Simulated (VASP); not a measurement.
Input:

```yaml
crystal:
  lattice:
    - [1.59468, -2.76206, 0.00000]
    - [1.59468, 2.76206, 0.00000]
    - [0.00000, 0.00000, 5.22377]
  atoms:
    - { symbol: Zn, position: [0.66667, 0.33333, 0.50153] }
    - { symbol: Zn, position: [0.33333, 0.66667, 0.00153] }
    - { symbol: O, position: [0.66667, 0.33333, 0.88047] }
    - { symbol: O, position: [0.33333, 0.66667, 0.38047] }
```

These are PBEsol GGA, VASP's PBE PAW potentials (set 64) (plane waves; VASP) values and carry that method's errors. Numerical set-up: 600 eV cut-off, 8×8×4 Γ-centred mesh, Gaussian smearing of 0.050 eV, potentials Zn O.

Question: Give the stress tensor in GPa (positive for a compressed cell).

Answer: 
```
5.83  0.00  0.00
0.00  5.83  0.00
0.00  0.00  2.14
```
The pressure is its mean diagonal, 4.60 GPa.

The compound is ZnO in the wurtzite structure. This cell was strained or had an atom moved on purpose.
